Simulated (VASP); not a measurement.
**RbNa2NiO2 under changes of volume**

One of the cells (17.127 Å³/atom); the others are scaled copies at fixed shape and fractional positions:

```
Rb Ni Na O
1.0
    -2.30801    2.30801    4.82269
     2.30801   -2.30801    4.82269
     2.30801    2.30801   -4.82269
Rb Ni Na O
1 1 2 2
Direct
  0.00000 0.00000 0.00000
  0.50000 0.50000 0.00000
  0.75000 0.25000 0.50000
  0.25000 0.75000 0.50000
  0.31712 0.31712 0.00000
  0.68288 0.68288 0.00000
```

The cell comes from a database or a generator and needn't be the stable form of this composition.

| Property | Result |
| --- | --- |
| Program | VASP 6.6.1 |
| Functional | PBE |
| Potentials or basis | VASP PAW PBE potentials, release 64 (Rb_sv, Ni, Na_pv, O) |
| Cutoff | 520 eV |
| k mesh | 8 × 8 × 8 |
| Occupations | fermi-dirac, width 0.05 eV |
| Spin | collinear spin, ferromagnetic start |
| Starting moments | [0.0, 1.0, 0.0, 0.0, 0.0, 0.0] μB |

```tsv
volume (Å³/atom)	energy over the lowest point (meV/atom)	pressure (GPa)	largest force (eV/Å)
16.428	14.19	4.1	0.711
16.777	6.59	2.7	0.461
17.127	?	?	?
17.826	0.00	-0.6	0.176
18.175	2.31	-1.6	0.356
```

Problem. What does the run at 17.127 Å³/atom give?

Solution. Energy over the lowest point 1.89 meV/atom; pressure 1.5 GPa; largest force 0.231 eV/Å.

Worked out: A Birch-Murnaghan fit of order 2 (a polynomial in V^(-2/3)) to the other rows has its minimum at 17.62 Å³/atom with B0 = V·E''(V) = 52 GPa at fixed shape and positions, which overstates the stiffness. It gives 1.88 meV/atom at 17.127 Å³/atom, against the run's 1.89, and -dE/dV = 1.5 GPa, against 1.5.

Energies are extrapolated to zero smearing.

Caveats: a cell with one magnetic atom can't hold antiferromagnetic order, which such compounds often take.
